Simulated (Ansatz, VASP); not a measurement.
## GaSi: VASP beside Ansatz

File INCAR:

```
PREC = Accurate
ENCUT = 520
EDIFF = 1E-6
ISMEAR = 0
SIGMA = 0.1
LREAL = F
LASPH = T
NELM = 60
ALGO = Normal
ISIF = 2
LWAVE = F
LCHARG = F
GGA = PE
NBANDS = 44
```

File KPOINTS:

```
Automatic mesh
0
Gamma
  4 6 4
```

Contents of POSCAR:

```
GaSi
1.0
    5.9167137011      0.0000000000      0.0000000000
    0.0000000000      3.3454599164      0.0000000000
    0.0000000000      0.0000000000      5.8874030251
Ga Si
4 4
Direct
    0.0100000000      0.2500000000      0.8100000000
    0.4900000000      0.7500000000      0.3100000000
    0.5100000000      0.2500000000      0.6900000000
    0.9900000000      0.7500000000      0.1900000000
    0.2200000000      0.2500000000      0.4200000000
    0.2800000000      0.7500000000      0.9200000000
    0.7200000000      0.2500000000      0.0800000000
    0.7800000000      0.7500000000      0.5800000000
```

Input for Ansatz:

```yaml
crystal:
  lattice:
    - [5.9167137011, 0.0, 0.0]
    - [0.0, 3.3454599164, 0.0]
    - [0.0, 0.0, 5.8874030251]
  atoms:
    - { symbol: Ga, position: [0.01, 0.25, 0.81] }
    - { symbol: Ga, position: [0.49, 0.75, 0.31] }
    - { symbol: Ga, position: [0.51, 0.25, 0.69] }
    - { symbol: Ga, position: [0.99, 0.75, 0.19] }
    - { symbol: Si, position: [0.22, 0.25, 0.42] }
    - { symbol: Si, position: [0.28, 0.75, 0.92] }
    - { symbol: Si, position: [0.72, 0.25, 0.08] }
    - { symbol: Si, position: [0.78, 0.75, 0.58] }
basis:
  ecutwfc: 420
kpoints:
  mp_grid: { grid: [4, 6, 4] }
hamiltonian:
  xc: pbe
scf:
  occupations: { method: gaussian, width: 0.1 }
  lower_state_search: "off"
output:
  forces: true
  stress: true
  eigenvalues: true
```

Alike in both runs: task single point; functional PBE; k mesh 4 × 6 × 4; occupations gaussian, width 0.1 eV; no spin polarisation.

|  | VASP | Ansatz |
| --- | --- | --- |
| version | VASP 6.6.1 | Ansatz 0.2.0 |
| potentials or method | VASP PAW PBE potentials, release 64 (Ga_d, Si) | scalar-relativistic, plane waves, PAW |
| plane-wave cutoff (eV) | 520 | 420 |
| valence electrons in the cell | 68 | 68 |

```csv
,VASP,Ansatz,Ansatz less VASP
gap on the k mesh at the Fermi level (eV),none,none,-
pressure (GPa),27.4,27.3,-0.08
largest component of the traceless stress (GPa),2.11,2.12,+0.003
rms of the force components (eV/Å),1.070,1.071,+0.0011
```

Atom by atom the forces differ by 0.001 eV/Å (rms over components). A gap of «none» marks a metal or a gap that the smearing closes.

Caveats: so large a pressure means that the cell lies far from this level's equilibrium, or that cutoff or potentials fall short (VASP); forces of over 1 eV/Å show positions far from the minimum, so gaps and moduli don't describe the material at rest.
